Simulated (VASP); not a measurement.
Output of a VASP run:

File OUTCAR:
```
 ion  position               nearest neighbor table
   1  0.250  0.250  0.250-   3 2.32   3 2.32   3 2.32   3 2.32   2 2.68   2 2.68   2 2.68   2 2.68
                             2 2.68   2 2.68
   2  0.750  0.750  0.750-   3 2.32   3 2.32   3 2.32   3 2.32   1 2.68   1 2.68   1 2.68   1 2.68
                             1 2.68   1 2.68
   3  0.000  0.000  0.000-   2 2.32   2 2.32   2 2.32   1 2.32   2 2.32   1 2.32   1 2.32   1 2.32
  LATTYP: Found a face centered cubic cell.
 ALAT       =     5.3535336686
 Subroutine PRICEL returns:
 Original cell was already a primitive cell.
 Subroutine GETGRP returns: Found 48 space group operations
The static configuration has the point symmetry O_h .
The dynamic configuration has the point symmetry O_h .
 Subroutine INISYM returns: Found 48 space group operations
 Subroutine IBZKPT returns following result:
 Found     47 irreducible k-points:

 Following reciprocal coordinates:
            Coordinates               Weight
  0.000000  0.000000  0.000000      1.000000
  0.100000  0.000000  0.000000      8.000000
  0.200000  0.000000  0.000000      8.000000
  0.300000  0.000000  0.000000      8.000000
  0.400000  0.000000  0.000000      8.000000
  0.500000  0.000000  0.000000      4.000000
  0.100000  0.100000  0.000000      6.000000
  0.200000  0.100000  0.000000     24.000000
  0.300000  0.100000  0.000000     24.000000
  0.400000  0.100000  0.000000     24.000000
  0.500000  0.100000  0.000000     24.000000
 -0.400000  0.100000  0.000000     24.000000
 -0.300000  0.100000  0.000000     24.000000
 -0.200000  0.100000  0.000000     24.000000
 -0.100000  0.100000  0.000000     12.000000
  0.200000  0.200000  0.000000      6.000000
  0.300000  0.200000  0.000000     24.000000
  0.400000  0.200000  0.000000     24.000000
  0.500000  0.200000  0.000000     24.000000
 -0.400000  0.200000  0.000000     24.000000
 -0.300000  0.200000  0.000000     24.000000
 -0.200000  0.200000  0.000000     12.000000
  0.300000  0.300000  0.000000      6.000000
  0.400000  0.300000  0.000000     24.000000
  0.500000  0.300000  0.000000     24.000000
 -0.400000  0.300000  0.000000     24.000000
 -0.300000  0.300000  0.000000     12.000000
  0.400000  0.400000  0.000000      6.000000
  0.500000  0.400000  0.000000     24.000000
 -0.400000  0.400000  0.000000     12.000000
  0.500000  0.500000  0.000000      3.000000
  0.300000  0.200000  0.100000     24.000000
  0.400000  0.200000  0.100000     48.000000
  0.500000  0.200000  0.100000     48.000000
 -0.400000  0.200000  0.100000     24.000000
  0.400000  0.300000  0.100000     24.000000
  0.500000  0.300000  0.100000     48.000000
 -0.400000  0.300000  0.100000     48.000000
 -0.300000  0.300000  0.100000     48.000000
 -0.200000  0.300000  0.100000     24.000000
   k-points           NKPTS =     47   k-points in BZ     NKDIM =     47   number of bands    NBANDS=     13
   number of dos      NEDOS =    301   number of ions     NIONS =      3
   total plane-waves  NPLWV =  21952
   dimension x,y,z NGX =    28 NGY =   28 NGZ =   28
   dimension x,y,z NGXF=    56 NGYF=   56 NGZF=   56
   ions per type =               2   1
   PREC   = accura    normal or accurate (medium, high low for compatibility)
   ISTART =      0    job   : 0-new  1-cont  2-samecut
   ICHARG =      2    charge: 1-file 2-atom 10-const
   ISPIN  =      1    spin polarized calculation?
   LNONCOLLINEAR =      F non collinear calculations
   LSORBIT =      F    spin-orbit coupling
   INIWAV =      1    electr: 0-lowe 1-rand  2-diag
   ENCUT  =  500.0 eV  36.75 Ry    6.06 a.u.   6.90  6.90  6.90*2*pi/ulx,y,z
   NELM   =    100;   NELMIN=  2; NELMDL= -5     # of ELM steps
   EDIFF  = 0.1E-05   stopping-criterion for ELM
   LREAL  =      F    real-space projection
   NLSPLINE    = F    spline interpolate recip. space projectors
   LMAXMIX     =    4 max onsite mixed and CHGCAR
   VOSKOWN=      0    Vosko Wilk Nusair interpolation
   EDIFFG = -.2E-01   stopping-criterion for IOM
...
```

OSZICAR:
```
       N       E                     dE             d eps       ncg     rms          rms(c)
DAV:   1     0.691465028721E+02    0.69147E+02   -0.78938E+03  1238   0.140E+03
DAV:   2    -0.174501803309E+02   -0.86597E+02   -0.81183E+02  1257   0.252E+02
DAV:   3    -0.218835715774E+02   -0.44334E+01   -0.43420E+01  1620   0.625E+01
DAV:   4    -0.219697545014E+02   -0.86183E-01   -0.85613E-01  1432   0.835E+00
DAV:   5    -0.219720016811E+02   -0.22472E-02   -0.22467E-02  1629   0.144E+00    0.165E+01
DAV:   6    -0.259487109231E+02   -0.39767E+01   -0.50481E+01  1346   0.180E+02    0.234E+01
DAV:   7    -0.199922206817E+02    0.59565E+01   -0.15066E+01  1475   0.114E+02    0.380E+00
DAV:   8    -0.199626212420E+02    0.29599E-01   -0.20296E+00  1808   0.235E+01    0.276E+00
DAV:   9    -0.199001973870E+02    0.62424E-01   -0.28511E-01  1491   0.116E+01    0.534E-01
DAV:  10    -0.198992449984E+02    0.95239E-03   -0.97509E-03  1699   0.172E+00    0.267E-01
DAV:  11    -0.198990379393E+02    0.20706E-03   -0.61760E-04  1766   0.246E-01    0.513E-02
DAV:  12    -0.198990487532E+02   -0.10814E-04   -0.31751E-05  1652   0.104E-01    0.220E-02
DAV:  13    -0.198990435005E+02    0.52526E-05   -0.15289E-05  1678   0.105E-01    0.533E-03
DAV:  14    -0.198990437158E+02   -0.21525E-06   -0.15824E-06   958   0.119E-02
   1 F= -.19899044E+02 E0= -.19898565E+02  d E =-.198990E+02
```

**OUTCAR**
```
------------------------ aborting loop because EDIFF is reached ----------------------------------------
  FORCE on cell =-STRESS in cart. coord.  units (eV):
  Direction    XX          YY          ZZ          XY          YZ          ZX
  --------------------------------------------------------------------------------------
  Total       -0.0275882     -0.0275882     -0.0275882      0.0000000     -0.0000000     -0.0000000
  in kB       -1.1523195     -1.1523195     -1.1523195      0.0000000     -0.0000000     -0.0000000
  external PRESSURE =      -1.1523195 kB  Pullay stress =       0.0000000 kB
  volume of cell :       38.36
      direct lattice vectors                 reciprocal lattice vectors
     0.000000000  2.676766834  2.676766834    -0.186792512  0.186792512  0.186792512
     2.676766834  0.000000000  2.676766834     0.186792512 -0.186792512  0.186792512
     2.676766834  2.676766834  0.000000000     0.186792512  0.186792512 -0.186792512
 POSITION                                       TOTAL-FORCE (eV/Angst)
 -----------------------------------------------------------------------------------
      1.33838      1.33838      1.33838        -0.000000     -0.000000     -0.000000
      4.01515      4.01515      4.01515         0.000000      0.000000      0.000000
      0.00000      0.00000      0.00000        -0.000000     -0.000000     -0.000000
 -----------------------------------------------------------------------------------
    total drift:                               -0.000000     -0.000000      0.000000
  FREE ENERGIE OF THE ION-ELECTRON SYSTEM (eV)
  ---------------------------------------------------
  free  energy   TOTEN  =       -19.8990437158 eV

  energy  without entropy=      -19.8976087712  energy(sigma->0) =      -19.89856540

 reached required accuracy - stopping structural energy minimisation
```
(Selected blocks of OUTCAR.)

### POSCAR
```
NiSi2
1
   -0.0000000000     2.6767668343     2.6767668343
    2.6767668343    -0.0000000000     2.6767668343
    2.6767668343     2.6767668343    -0.0000000000
Si Ni
2 1
Direct
  0.2500000000   0.2500000000   0.2500000000
  0.7500000000   0.7500000000   0.7500000000
  0.0000000000   0.0000000000   0.0000000000
```

Task: Write an INCAR and KPOINTS that could have produced this output.

Result: Several could match; the one computed here: the input of the run itself, LDA (Ceperley-Alder, Perdew-Zunger), plane waves, VASP's LDA PAW potentials (set 64).

**INCAR**
```
LASPH = .TRUE.   # aspherical one-centre terms
LMAXMIX = 4   # l cut-off of mixed one-centre charges
LREAL = .FALSE.   # projection in real space or not
SIGMA = 0.1
EDIFF = 1E-6
ISMEAR = 1
NSW = 40   # most ionic steps
ENCUT = 500   # plane-wave cut-off (eV)
LCHARG = .FALSE.
SYSTEM = NiSi2
ISIF = 3   # ions, shape and volume
LWAVE = .FALSE.
NELM = 100   # most electronic steps
PREC = Accurate
ALGO = Normal
IBRION = 2
EDIFFG = -0.02   # ionic stop
```

### KPOINTS
```
Automatic mesh
0
Gamma
10 10 10
0 0 0
```

POTCAR, in this order: Si Ni (LDA.64 set). Program: vasp_std.

The compound is NiSi2 in the fluorite structure. It was relaxed first. The run is not spin-polarised, so no magnetic state was tried.
